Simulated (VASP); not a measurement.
Calculation: revPBE GGA, VASP's PBE PAW potentials (set 64) (plane waves; VASP 6.6.1).

Input for VASP

### POSCAR
```
InSb
1
    0.0000000000     3.3473218299     3.3473218299
    3.3473218299    -0.0000000000     3.3473218299
    3.3473218299     3.3473218299     0.0000000000
In Sb
1 1
Direct
  0.0000000000   0.0000000000   0.0000000000
  0.2500000000   0.2500000000   0.2500000000
```

KPOINTS:
```
Automatic mesh
0
Gamma
9 9 9
0 0 0
```

INCAR:
```
LCHARG=.FALSE.
ENCUT=520
LWAVE=.FALSE.
LMAXMIX=4   # l cut-off of mixed one-centre charges
NELM=100   # most electronic steps
NSW=60   # most ionic steps
PREC=Accurate
ALGO=Normal
GGA=RE   # revPBE
LREAL=.FALSE.   # projection in real space or not
EDIFFG=-0.01
LASPH=.TRUE.   # aspherical one-centre terms
SYSTEM=InSb
IBRION=2   # conjugate gradients
SIGMA=0.1   # width (eV)
EDIFF=1E-6   # SCF stop (eV)
ISIF=3   # ions, shape and volume
ISMEAR=1
```

POTCAR, in this order: In_d Sb (PBE.64 set). Program: vasp_std.

Unless said otherwise, spin-orbit coupling is left out, though it shifts the bands of the heavy elements here.

Predict the energy per atom (σ→0), band gap (on the k-mesh).

- energy per atom (σ→0) = -3.195 eV/atom
- band gap (on the k-mesh) = none (metal, semimetal or under 0.01 eV)

OSZICAR:
```
...
DAV:   6    -0.638585447683E+01    0.71597E-01   -0.16493E-01  1258   0.629E+00    0.211E+00
DAV:   7    -0.638491557708E+01    0.93890E-03   -0.66449E-02  1179   0.253E+00    0.623E-01
DAV:   8    -0.638862119203E+01   -0.37056E-02   -0.87426E-03   997   0.114E+00    0.182E-01
DAV:   9    -0.638973346250E+01   -0.11123E-02   -0.13208E-03  1070   0.307E-01    0.658E-02
DAV:  10    -0.639001835301E+01   -0.28489E-03   -0.25204E-04  1025   0.118E-01    0.230E-02
DAV:  11    -0.639014836773E+01   -0.13001E-03   -0.29439E-04   970   0.110E-01    0.155E-02
DAV:  12    -0.639014892082E+01   -0.55309E-06   -0.25786E-06  1089   0.120E-02
   1 F= -.63901489E+01 E0= -.63902540E+01  d E =-.639015E+01
```

The compound is InSb in the zinc blende structure. It was relaxed first, which changed the volume by +10 %. The start is the result of an earlier pass.
